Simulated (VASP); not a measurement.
**MgS (Fm-3m): formation energy of the defect Sb_Mg**

Aim: the formation energy and local structure of the defect Sb_Mg in MgS (Fm-3m). The start is a computed cell from the Materials Project.

Method: PBEsol; plane waves and PAW (Mg, S), in the first sound run; inputs show where later runs differ, in VASP 6.6.1.

Report form: the programs' logs are mostly left out.

## (1) The host crystal

Symmetry: Fm-3m, No. 225, cubic system. The conventional cell has a = 5.209 Å, b = 5.209 Å, c = 5.209 Å, α = 90.00°, β = 90.00°, γ = 90.00°. Nearest to Mg lie 6 S at 2.60 Å. S has 6 Mg at 2.60 Å nearest. Farther neighbours and most contacts between anions are not listed.

## (2) The host at zero pressure

First cell and atoms are relaxed at a raised cutoff, so that later runs start from this functional's own cell.

INCAR reads:

```
SYSTEM = MgS
PREC = Accurate
ENCUT = 350
EDIFF = 1E-06
NELM = 120
ISMEAR = 0
SIGMA = 0.05
LREAL = .FALSE.
ALGO = Normal
GGA = PS
NBANDS = 10
LORBIT = 11
LWAVE = .FALSE.
LCHARG = .FALSE.
KPAR = 4
IBRION = 2
NSW = 40
ISIF = 3
EDIFFG = -0.02
POTIM = 0.4
```

POSCAR reads:

```
MgS
1.0
    0.0000000000      2.6043976000      2.6043976000
    2.6043976000      0.0000000000      2.6043976000
    2.6043976000      2.6043976000      0.0000000000
Mg S
1 1
Direct
    0.0000000000      0.0000000000      0.0000000000
    0.5000000000      0.5000000000      0.5000000000
```

KPOINTS reads:

```
Automatic mesh
0
Gamma
6 6 6
0 0 0
```

Potentials, in the order of the species: Mg and S (PBE family, release 64).

Run with:

```
$ mpirun -np 4 vasp_std
```

It took 2.2 s on 4 MPI ranks of Intel Xeon 6975P-C (Granite Rapids), shared host; peak memory 0.49 GiB.

The gap is read on the k-mesh alone, so it is an upper bound where the band edges lie off the mesh. The PAW data sets were made with PBE, which is usual practice but a small mismatch for other functionals. The run keeps the 48 symmetry operations of its start, so it cannot find a distortion of lower symmetry.

Relaxation path:

```csv
step,energy less that of the first step (eV),largest force (eV/Å),pressure (GPa),volume (Å³)
1,0.0000,0.0000,-1.32,35.33
2,-0.0025,0.0000,-0.02,34.74
```

```csv
"conventional cell, symmetrised",before,after,change
a (Å),5.209,5.180,-0.6 %
b (Å),5.209,5.180,-0.6 %
c (Å),5.209,5.180,-0.6 %
volume (Å³/atom),17.67,17.37,-1.7 %
```

The relaxed structure:

```
Mg S
1.0
     0.00000    2.58976    2.58976
     2.58976    0.00000    2.58976
     2.58976    2.58976    0.00000
Mg S
1 1
Direct
  0.00000 0.00000 0.00000
  0.50000 0.50000 0.50000
```

Numbers from this step:

| Property | Result |
| --- | --- |
| electronic cycles | 18 |
| electrons | 8 |
| free energy (TOTEN) | -9.071 eV |
| Fermi energy | 4.037 eV |
| labelled metallic, from the levels on this mesh | no |
| gap on the k-mesh | 2.731 eV |
| least direct gap on the k-mesh | 3.700 eV |

The run ended after 2 ionic steps, 0.003 eV below its first step, once forces and stress met EDIFFG = -0.02.

## (3) Screening in the host

Charged cells interact with their images through the host's screening, so the correction needs its dielectric constant.

INCAR reads:

```
SYSTEM = MgS
PREC = Accurate
ENCUT = 300
EDIFF = 1E-08
NELM = 120
ISMEAR = 0
SIGMA = 0.05
LREAL = .FALSE.
ALGO = Normal
GGA = PS
NBANDS = 10
LWAVE = .FALSE.
LCHARG = .FALSE.
KPAR = 4
LEPSILON = .TRUE.
IBRION = 8
NSW = 1
```

POSCAR reads:

```
MgS
1.0
    0.0000000000      2.5897641477      2.5897641477
    2.5897641477      0.0000000000      2.5897641477
    2.5897641477      2.5897641477      0.0000000000
Mg S
1 1
Direct
    0.0000000000      0.0000000000      0.0000000000
    0.5000000000      0.5000000000      0.5000000000
```

KPOINTS reads:

```
Automatic mesh
0
Gamma
8 8 8
0 0 0
```

Run with:

```
$ mpirun -np 4 vasp_std
```

Wall time 17 s (4 MPI ranks); peak memory 0.6 GiB.

Energies printed during the response cycles are not total energies of the cell.

This step gave:

```yaml
pressure_of_the_cell: -0.2571 GPa
largest_force_of_the_cell: 0 eV/Å
fermi_energy: 4.007 eV
gap_on_the_k_mesh: 2.737 eV
least_direct_gap_on_the_k_mesh: 3.701 eV
```

Electronic dielectric tensor with local fields:

```
5.51 0.00 0.00
0.00 5.51 0.00
0.00 0.00 5.51
```

Ionic part of the static dielectric tensor:

```
9.21 0.00 0.00
0.00 9.21 0.00
0.00 0.00 9.21
```

Born effective charge (e), principal values of the symmetric part by kind of site:

```csv
atom,atoms with these values,low,middle,high,mean
Mg1,1,2.30,2.30,2.30,2.30
S2,1,-2.30,-2.30,-2.30,-2.30
```

In full for Mg1:

```
2.30 0.00 0.00
0.00 2.30 0.00
0.00 0.00 2.30
```

Lines of the infrared spectrum (strongest = 100):

```csv
position (cm⁻¹),lines merged,"squared mode dipole, relative"
243,3,100
```

The electrons screen with a mean of 5.51 and the ions add 9.21; the sum enters the correction.

## (4) The supercell without the defect

System of this step: MgS (Fm-3m). The cell holds 54 atoms: 27 Mg and 27 S. Its edges and angles: a = 10.987 Å, b = 10.987 Å, c = 10.987 Å, α = 60.0°, β = 60.0°, γ = 60.0°. It derives from MgS (MgS (Fm-3m)).

The same cell, mesh and cutoff without the defect give the energy to subtract and, in a gapped host, the band edges to count from, so that most errors cancel.

INCAR reads:

```
SYSTEM = MgS
PREC = Normal
ENCUT = 300
EDIFF = 1E-05
NELM = 120
ISMEAR = 0
SIGMA = 0.05
LREAL = Auto
ALGO = Fast
GGA = PS
LORBIT = 11
LWAVE = .FALSE.
LCHARG = .FALSE.
KPAR = 4
```

POSCAR reads:

```
MgS
1.0
    0.0000000000      7.7692924431      7.7692924431
    7.7692924431      0.0000000000      7.7692924431
    7.7692924431      7.7692924431      0.0000000000
Mg S
27 27
Direct
    0.0000000000      0.0000000000      0.0000000000
    0.0000000000      0.0000000000      0.3333333333
    0.0000000000      0.0000000000      0.6666666667
    0.0000000000      0.3333333333      0.0000000000
    0.0000000000      0.3333333333      0.3333333333
    0.0000000000      0.3333333333      0.6666666667
    0.0000000000      0.6666666667      0.0000000000
    0.0000000000      0.6666666667      0.3333333333
    0.0000000000      0.6666666667      0.6666666667
    0.3333333333      0.0000000000      0.0000000000
    0.3333333333      0.0000000000      0.3333333333
    0.3333333333      0.0000000000      0.6666666667
    0.3333333333      0.3333333333      0.0000000000
    0.3333333333      0.3333333333      0.3333333333
    0.3333333333      0.3333333333      0.6666666667
    0.3333333333      0.6666666667      0.0000000000
    0.3333333333      0.6666666667      0.3333333333
    0.3333333333      0.6666666667      0.6666666667
    0.6666666667      0.0000000000      0.0000000000
    0.6666666667      0.0000000000      0.3333333333
    0.6666666667      0.0000000000      0.6666666667
    0.6666666667      0.3333333333      0.0000000000
    0.6666666667      0.3333333333      0.3333333333
    0.6666666667      0.3333333333      0.6666666667
    0.6666666667      0.6666666667      0.0000000000
    0.6666666667      0.6666666667      0.3333333333
    0.6666666667      0.6666666667      0.6666666667
    0.1666666667      0.1666666667      0.1666666667
    0.1666666667      0.1666666667      0.5000000000
    0.1666666667      0.1666666667      0.8333333333
    0.1666666667      0.5000000000      0.1666666667
    0.1666666667      0.5000000000      0.5000000000
    0.1666666667      0.5000000000      0.8333333333
    0.1666666667      0.8333333333      0.1666666667
    0.1666666667      0.8333333333      0.5000000000
    0.1666666667      0.8333333333      0.8333333333
    0.5000000000      0.1666666667      0.1666666667
    0.5000000000      0.1666666667      0.5000000000
    0.5000000000      0.1666666667      0.8333333333
    0.5000000000      0.5000000000      0.1666666667
    0.5000000000      0.5000000000      0.5000000000
    0.5000000000      0.5000000000      0.8333333333
    0.5000000000      0.8333333333      0.1666666667
    0.5000000000      0.8333333333      0.5000000000
    0.5000000000      0.8333333333      0.8333333333
    0.8333333333      0.1666666667      0.1666666667
    0.8333333333      0.1666666667      0.5000000000
    0.8333333333      0.1666666667      0.8333333333
    0.8333333333      0.5000000000      0.1666666667
    0.8333333333      0.5000000000      0.5000000000
    0.8333333333      0.5000000000      0.8333333333
    0.8333333333      0.8333333333      0.1666666667
    0.8333333333      0.8333333333      0.5000000000
    0.8333333333      0.8333333333      0.8333333333
```

KPOINTS reads:

```
Automatic mesh
0
Gamma
2 2 2
0 0 0
```

Run with:

```
$ mpirun -np 4 vasp_std
```

Run time: 34 s. Hardware: 4 MPI ranks; peak memory 1.5 GiB; 2.2 min of CPU time.

A gap read on the k-mesh alone can miss the band edges.

This step gave:

| Item | Value |
| --- | --- |
| electronic cycles | 15 |
| electrons | 216 |
| free energy (TOTEN) | -244.8793 eV |
| Fermi energy | 4.049 eV |
| gap on the k-mesh | 2.735 eV |

No direct gap is given, since this cell folds other wave vectors onto the zone centre.

The perfect cell has a gap of 2.73 eV on this mesh, with its valence-band top at 3.802 eV, and charged states follow.

## (5) Reference Mg

This step: PBEsol; plane waves and PAW (Mg) (VASP 6.6.1).

System of this step: Mg. Symmetry: P6_3/mmc, No. 194, hexagonal system. Conventional cell: a = 3.210 Å, b = 3.210 Å, c = 5.213 Å, α = 90.00°, β = 90.00°, γ = 120.00°. Nearest to Mg lie 12 Mg at 3.20 to 3.21 Å.

The reference for Mg is its crystal, relaxed at the cutoff of the large cell.

INCAR reads:

```
SYSTEM = Mg
PREC = Normal
ENCUT = 300
EDIFF = 1E-05
NELM = 120
ISMEAR = 1
SIGMA = 0.1
LREAL = Auto
ALGO = Fast
GGA = PS
NBANDS = 8
LORBIT = 11
LWAVE = .FALSE.
LCHARG = .FALSE.
KPAR = 4
IBRION = 2
NSW = 25
ISIF = 3
EDIFFG = -0.02
POTIM = 0.4
```

POSCAR reads:

```
Mg
1.0
    3.2100000000      0.0000000000      0.0000000000
   -1.6050000000      2.7799415461      0.0000000000
    0.0000000000      0.0000000000      5.2130400000
Mg
2
Direct
    0.0000000000      0.0000000000      0.0000000000
    0.3333333333      0.6666666667      0.5000000000
```

KPOINTS reads:

```
Automatic mesh
0
Gamma
10 10 5
0 0 0
```

Potentials, in the order of the species: Mg (PBE family, release 64).

Run with:

```
$ mpirun -np 4 vasp_std
```

It took 2.2 s on 4 MPI ranks; peak memory 0.45 GiB; 6.4 s of CPU time.

The k-mesh is coarse for a metal. The run keeps the 24 symmetry operations of its start, so it cannot find a distortion of lower symmetry.

Relaxation path:

```csv
step,energy less that of the first step (eV),largest force (eV/Å),pressure (GPa),volume (Å³)
1,0.0000,0.0000,-1.16,46.52
2,-0.0062,0.0000,-0.49,45.61
3,-0.0086,0.0000,0.45,44.52
4,-0.0110,0.0000,0.61,44.35
5,-0.0110,0.0000,0.61,44.35
6,-0.0123,0.0000,0.13,44.89
```

```csv
"conventional cell, symmetrised",before,after,change
a (Å),3.210,3.140,-2.2 %
b (Å),3.210,3.140,-2.2 %
c (Å),5.213,5.258,+0.9 %
volume (Å³/atom),23.26,22.44,-3.5 %
```

The relaxed structure:

```xyz
2
Lattice="3.1399 0.0000 0.0000 -1.5699 2.7192 0.0000 0.0000 0.0000 5.2576" Properties=species:S:1:pos:R:3 pbc="T T T"
Mg    0.0000    0.0000    0.0000
Mg    0.0000    1.8128    2.6288
```

Numbers from this step:

```
electronic cycles                               : 27
electrons                                       : 4
free energy (TOTEN)                             : -3.442 eV
energy at zero smearing                         : -3.442 eV
Fermi energy                                    : 2.751 eV
labelled metallic, from the levels on this mesh : yes
```

The run ended after 6 ionic steps, 0.012 eV below its first step, once forces and stress met EDIFFG = -0.02.

The edges of the cell as typed change unequally, by -2.2 to +0.9 %. In a metal that hangs on the k mesh, which was not refined here; the energy is less touched by it than the shape.

Energy at zero smearing: -3.44165 eV.

## (6) Reference Sb

This step: PBEsol; plane waves and PAW (Sb) (VASP 6.6.1).

System of this step: Sb. It takes space group R-3m (No. 166, trigonal). Conventional cell: a = 4.345 Å, b = 4.345 Å, c = 11.243 Å, α = 90.00°, β = 90.00°, γ = 120.00°. Nearest to Sb lie 3 Sb at 2.92 Å.

The reference for Sb is its crystal, relaxed at the cutoff of the large cell.

Edit INCAR of step 5 so:

```diff
@@ -1,2 +1,2 @@
-SYSTEM = Mg
+SYSTEM = Sb
 PREC = Normal
@@ -5,3 +5,3 @@
 NELM = 120
-ISMEAR = 1
+ISMEAR = 0
 SIGMA = 0.1
@@ -10,3 +10,3 @@
 GGA = PS
-NBANDS = 8
+NBANDS = 11
 LORBIT = 11
```

POSCAR reads:

```
Sb
1.0
    3.9521431270     -2.1727090702      0.0000000000
    3.9521431270      2.1727090702      0.0000000000
    2.7576862078      0.0000000000      3.5686505544
Sb
2
Direct
    0.7670000000      0.7670000000      0.7670000000
    0.2330000000      0.2330000000      0.2330000000
```

KPOINTS reads:

```
Automatic mesh
0
Gamma
8 8 8
0 0 0
```

PAW data sets: Sb (PBE family, release 64).

Run with:

```
$ mpirun -np 4 vasp_std
```

Wall time 5.8 s (4 MPI ranks); peak memory 0.53 GiB; 21 s of CPU time.

The run keeps the 12 symmetry operations of its start, so it cannot find a distortion of lower symmetry.

Relaxation path:

```csv
step,energy less that of the first step (eV),largest force (eV/Å),pressure (GPa),volume (Å³)
1,0.0000,0.1707,-0.56,61.29
2,-0.0033,0.1487,0.09,60.53
3,-0.0037,0.1270,0.33,60.16
4,-0.0054,0.0257,0.06,60.29
5,-0.0055,0.0021,-0.02,60.32
6,-0.0055,0.0050,-0.04,60.33
7,-0.0056,0.0030,-0.01,60.28
```

```csv
"conventional cell, symmetrised",before,after,change
a (Å),4.345,4.331,-0.3 %
b (Å),4.345,4.331,-0.3 %
c (Å),11.243,11.130,-1.0 %
volume (Å³/atom),30.64,30.14,-1.6 %
```

The atoms that moved most (Å, as changes of fractional coordinates times the final cell):

```csv
atom,dx,dy,dz,length
Sb1,-0.020,0.000,-0.007,0.021
Sb2,0.020,0.000,0.007,0.021
```

The relaxed structure:

```xyz
2
Lattice="3.9149 -2.1657 -0.0082 3.9149 2.1657 -0.0082 2.7243 0.0000 3.5489" Properties=species:S:1:pos:R:3 pbc="T T T"
Sb    8.0754    0.0000    2.7029
Sb    2.4787    0.0000    0.8296
```

Numbers from this step:

```
electronic cycles       : 29
electrons               : 10
free energy (TOTEN)     : -9.121 eV
energy at zero smearing : -9.120 eV
Fermi energy            : 7.172 eV
```

The run ended after 7 ionic steps, 0.006 eV below its first step, once forces and stress met EDIFFG = -0.02.

Energy at zero smearing: -9.12024 eV.

## (7) Relaxing the atoms

This step: PBEsol; plane waves and PAW (S) (VASP 6.6.1).

System of this step: S8. The cell holds 8 atoms: 8 S. Cell: a = 14.000 Å, b = 14.500 Å, c = 11.000 Å, α = 90.0°, β = 90.0°, γ = 90.0°. Vacuum lies along a, b and c.

S is not exchanged here; its energy serves the host's formation enthalpy.

INCAR reads:

```
SYSTEM = S
PREC = Normal
ENCUT = 300
EDIFF = 1E-05
NELM = 120
ISMEAR = 0
SIGMA = 0.01
LREAL = Auto
ALGO = Fast
GGA = PS
NBANDS = 32
LORBIT = 11
LWAVE = .FALSE.
LCHARG = .FALSE.
NCORE = 4
IBRION = 2
NSW = 30
ISIF = 2
EDIFFG = -0.03
POTIM = 0.4
MAXMIX = 40
ISYM = 0
```

POSCAR reads:

```
S
1.0
   14.0000000000      0.0000000000      0.0000000000
    0.0000000000     14.5000000000      0.0000000000
    0.0000000000      0.0000000000     11.0000000000
S
8
Direct
    0.6692857100      0.5000000000      0.5454545500
    0.6197030800      0.6155753800      0.4545454500
    0.5000000000      0.6634482800      0.5454545500
    0.3802969200      0.6155753800      0.4545454500
    0.3307142900      0.5000000000      0.5454545500
    0.3802969200      0.3844246200      0.4545454500
    0.5000000000      0.3365517200      0.5454545500
    0.6197030800      0.3844246200      0.4545454500
```

KPOINTS reads:

```
Automatic mesh
0
Gamma
1 1 1
0 0 0
```

The projector-augmented-wave data sets are S (PBE family, release 64).

Run with:

```
$ mpirun -np 4 vasp_gam
```

Wall time 8.2 s (4 MPI ranks); peak memory 0.79 GiB.

The steps of the relaxation:

```csv
step,energy less that of the first step (eV),largest force (eV/Å)
1,0.0000,0.4915
2,-0.0365,0.0091
```

The atoms that moved most (Å):

```csv
atom,dx,dy,dz,length
S7,0.000,0.007,-0.018,0.019
S3,0.000,-0.007,-0.018,0.019
S4,0.005,-0.005,0.017,0.019
S6,0.005,0.005,0.017,0.019
S2,-0.005,-0.005,0.017,0.019
S8,-0.005,0.005,0.017,0.019
S5,0.007,0.000,-0.017,0.018
S1,-0.007,0.000,-0.017,0.018
```

The relaxed structure:

```
S
1.0
    14.00000    0.00000    0.00000
     0.00000   14.50000    0.00000
     0.00000    0.00000   11.00000
S
8
Direct
  0.66878 0.50000 0.54390
  0.61932 0.61522 0.45612
  0.50000 0.66294 0.54386
  0.38068 0.61522 0.45612
  0.33122 0.50000 0.54390
  0.38068 0.38478 0.45612
  0.50000 0.33706 0.54386
  0.61932 0.38478 0.45612
```

This step gave:

```yaml
electronic_cycles: 34
electrons: 48
free_energy_toten: -34.81 eV
gap_between_the_highest_filled_and_lowest_empty_level: 3.374 eV
```

The run ended after 2 ionic steps, 0.036 eV below its first step, once the forces on the free atoms met EDIFFG = -0.03.

Energy at zero smearing: -34.81027 eV.

[end of part 1 of 2]

[Lines on the potential files, build, host, timing and source positions are cut from VASP's logs without a mark.]

[Logs are printed without paths, hosts, clocks, repeated set-up lines and the standing remarks that a program may print on its own settings, such as how far it seeks lower states.]

[Hosts, paths, dates, database ids (printed as entryN), source tags and the programs' standing remarks are cut or masked in the printed files.]

[In band tables of VASP the shares of atoms and orbitals are scaled to a sum of 1 inside the atoms' spheres.]

[Runs that stopped without an error message from VASP are left out.]
